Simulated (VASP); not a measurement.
The system is BeCr3.

```
CELL_PARAMETERS angstrom
3.51121 0.00000 0.00000
0.00000 3.51121 0.00000
0.00000 0.00000 3.51121
ATOMIC_POSITIONS crystal
Cr 0.50000 0.50000 0.00000
Cr 0.50000 0.00000 0.50000
Cr 0.00000 0.50000 0.50000
Be 0.00000 0.00000 0.00000
```

The cell comes from a database or a generator and needn't be the stable form of this composition.

* Program: VASP 6.6.1
* Task: relaxation of cell and atoms
* Functional: PBEsol
* Potentials or basis: VASP PAW PBE potentials, release 64 (Cr_pv, Be)
* Cutoff: 600 eV
* k mesh: 6 × 6 × 6
* Occupations: fermi-dirac, width 0.05 eV
* Spin: collinear spin, ferromagnetic start
* Starting moments: [3.0, 3.0, 3.0, 0.0] μB
* Hubbard terms: Cr d U = 8 eV

At the start: pressure 81.6 GPa; volume 10.82 Å³/atom.

Task: How do energy, volume and symmetry change on relaxing?

Result: Over 7 steps the energy falls by 1134.7 meV/atom and the volume is 17.44 Å³/atom (+61.2 %); space group Pm-3m (No. 221, to 0.05 Å); moment 14.30 μB per cell.

Step by step:
```csv
step,energy change (eV),largest force (eV/Å),pressure (GPa),volume (Å³)
1,0.0000,0.0000,81.57,43.29
2,-3.9690,0.0000,-8.37,87.80
3,-4.5357,0.0000,0.97,68.93
4,-4.5386,0.0000,-0.31,70.39
5,-4.5388,0.0000,0.20,69.76
6,-4.5388,0.0000,0.21,69.76
7,-4.5388,0.0000,0.18,69.76
```

Final structure:
```
Cr Be
1.0
     4.11661    0.00000    0.00000
     0.00000    4.11661    0.00000
     0.00000    0.00000    4.11661
Cr Be
3 1
Cartesian
  2.0583 2.0583 0.0000
  2.0583 0.0000 2.0583
  0.0000 2.0583 2.0583
  0.0000 0.0000 0.0000
```

Caveat: the electronic state changed during the relaxation; the volume moved by over 15 % at a fixed basis, so the end points are rough; the PAW data sets were made with another functional, which shifts forces and pressure a little; the U is typed as a test and isn't derived for this compound.
